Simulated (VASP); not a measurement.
Energy against volume of Si (diamond). Level of theory: AM05 GGA, VASP's PBE PAW potentials (set 64) (plane waves; VASP). Settings: 520 eV cut-off, 8×8×8 Γ-centred mesh, Gaussian smearing of 0.050 eV, potentials Si.

```csv
V (Å³/atom),E (eV/atom)
19.487,-5.59244
20.090,-5.59802
20.692,-5.59309
21.295,-5.57917
```

Q: Fit these four points and predict the energy of the run at 18.884 Å³/atom.

A: A cubic in V^(−2/3), the third-order Birch-Murnaghan form, passes through the four points with V0 = 20.09 Å³/atom and B0 = 93 GPa, and gives -5.5745 eV/atom there. The run gave -5.5745 eV/atom, -0.0 meV/atom from the fit; all five points give B0 = 93 GPa.

The compound is Si in the diamond structure. It was relaxed first.
